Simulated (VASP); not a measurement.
Data:

```xyz
2
Lattice="0.0000 2.0415 2.0415 2.0415 0.0000 2.0415 2.0415 2.0415 0.0000" Properties=species:S:1:pos:R:3 pbc="T T T"
Li     0.0000     0.0000     0.0000
F      2.0415     2.0415     2.0415
```

Method: PBE GGA, VASP's PBE PAW potentials (set 64) (plane waves; VASP 6.6.1). Numerical set-up: PREC = Normal, 500 eV cut-off, 4×4×4 Γ-centred mesh, Gaussian smearing of 0.010 eV, potentials Li_sv_GW F_GW_new.

Question: Estimate the energy per atom (σ→0), pressure, band gap (on the k-mesh) with the smallest direct gap where there is one.

Answer: 
| Item | Result |
|---|---|
| band gap (on the k-mesh) | 8.70 eV |
| smallest direct gap (on the k-mesh) | 8.70 eV |
| energy per atom (σ→0) | -5.706 eV/atom |
| pressure | -79.9 kbar |

The absolute energy has meaning only against runs of the same code, potentials and settings.

The compound is LiF in the rock salt structure. This cell is one point of a volume scan, at 1.04 of the reference volume. The k-mesh is coarse (spacing up to 0.67 per Å, 2π included), so the numbers may not be converged in it.
